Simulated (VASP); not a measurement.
```xyz
3
Lattice="2.2686 -3.9293 0.0000 2.2686 3.9293 0.0000 0.0000 0.0000 5.0167" Properties=species:S:1:pos:R:3 pbc="T T T"
Se     0.4962     0.8595     3.3445
Se     3.5447     0.0000     0.0000
Se     0.4962    -0.8595     1.6722
```

Computed with MS2 meta-GGA, VASP's PBE PAW potentials (set 64) (plane waves; VASP). Run with 520 eV cut-off, 6×6×5 Γ-centred mesh, Gaussian smearing of 0.050 eV, potentials Se.

Problem. The ions and cell shape at fixed volume are relaxed. Give the cell that the relaxation ends in.

Solution. 
```xyz
3
Lattice="2.2847 -3.9572 0.0000 2.2847 3.9572 0.0000 0.0000 0.0000 4.9463" Properties=species:S:1:pos:R:3 pbc="T T T"
Se     2.7760    -3.1062     3.2975
Se     3.5867     0.0000     0.0000
Se     2.7760     3.1062     1.6488
```
Space group P3_121 (152), at a tolerance of 0.03 Å.

Problem. How much energy does the relaxation gain?

Solution. The energy (σ→0) changes by -4.1 meV/atom, in 5 ionic steps.

The compound is Se in the trig structure. This cell is one point of a volume scan, at 1.03 of the reference volume. Symmetry was kept, so distortions that lower it aren't found.
